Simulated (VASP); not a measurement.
Ti2Ge5Ru:

```
Ti Ge Ru
1.0
     5.31108    0.00000    0.00000
    -2.65554    4.59953    0.00000
     0.00000    0.00000    6.58460
Ti Ge Ru
2 5 1
Direct
  0.33333 0.66667 0.50000
  0.66667 0.33333 0.50000
  0.33333 0.66667 0.81719
  0.66667 0.33333 0.81719
  0.66667 0.33333 0.18281
  0.33333 0.66667 0.18281
  0.00000 0.00000 0.50000
  0.00000 0.00000 0.00000
```

The cell was built by a generator and needn't be a form met in nature.

| Item | Value |
| --- | --- |
| Program | VASP 6.6.1 |
| Task | relaxation of cell and atoms |
| Functional | PBE |
| Potentials or basis | VASP PAW PBE potentials, release 64 (Ti_sv, Ge_d, Ru_pv) |
| Cutoff | 520 eV |
| k mesh | 4 × 4 × 3 |
| Occupations | gaussian, width 0.15 eV |
| Spin | no spin polarisation |

At the start: pressure 8.4 GPa; volume 20.11 Å³/atom.

Problem. How do energy, volume and symmetry change on relaxing?

Solution. Over 9 steps the energy falls by 982.7 meV/atom and the volume is 18.01 Å³/atom (-10.5 %); space group P6/mmm (No. 191, to 0.05 Å).

Step by step:
```
step  energy change (eV)  largest force (eV/Å)  pressure (GPa)  volume (Å³)
   1              0.0000                6.5345            8.39       160.85
   2             -5.7790                2.0062           -9.68       176.98
   3             -6.0107                1.1686           -9.56       171.83
   4             -7.5805                1.1017           -0.78       145.92
   5             -7.6711                1.0340            2.43       139.23
   6             -7.8371                0.1401            1.67       141.01
   7             -7.8379                0.1171            2.08       141.05
   8             -7.8547                0.0290           -1.04       145.54
   9             -7.8613                0.0519           -0.09       144.04
```

Final structure:
```cif
data_structure
_symmetry_space_group_name_H-M 'P 1'
_symmetry_Int_Tables_number 1
_cell_length_a 4.5213
_cell_length_b 4.5213
_cell_length_c 8.1361
_cell_angle_alpha 90.000
_cell_angle_beta 90.000
_cell_angle_gamma 120.000
_cell_volume 144.04
loop_
_atom_site_label
_atom_site_type_symbol
_atom_site_fract_x
_atom_site_fract_y
_atom_site_fract_z
_atom_site_occupancy
Ti1 Ti 0.33333 0.66667 0.50000 1
Ti2 Ti 0.66667 0.33333 0.50000 1
Ge1 Ge 0.33333 0.66667 0.83818 1
Ge2 Ge 0.66667 0.33333 0.83818 1
Ge3 Ge 0.66667 0.33333 0.16182 1
Ge4 Ge 0.33333 0.66667 0.16182 1
Ge5 Ge 0.00000 0.00000 0.50000 1
Ru1 Ru 0.00000 0.00000 0.00000 1
```
